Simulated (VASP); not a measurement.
```yaml
crystal:
  lattice:
    - [-1.42490, 1.42490, 1.42490]
    - [1.42490, -1.42490, 1.42490]
    - [1.42490, 1.42490, -1.42490]
  atoms:
    - { symbol: Fe, position: [0.00000, 0.00000, 0.00000], spin: 2.7 }
```

Level of theory: r2SCAN+rVV10, VASP's PBE PAW potentials (set 64) (plane waves; VASP). Run with 520 eV cut-off, 18×18×18 Γ-centred mesh, first-order Methfessel-Paxton smearing of 0.10 eV, potentials Fe.

Q: Predict the cell moment, energy per atom (σ→0), band gap (on the k-mesh) with the smallest direct gap where there is one.

A: 
```yaml
band gap (on the k-mesh): none (metal, semimetal or under 0.01 eV)
cell_moment: 2.62 μB
energy per atom (σ→0): -14.179 eV/atom
```

Q: Give the moment on each site (PAW-sphere projection).

A: 
```csv
site,moment (μB)
Fe1,2.68
```

The absolute energy has meaning only against runs of the same code, potentials and settings.

The compound is Fe in the bcc structure. It was relaxed first.
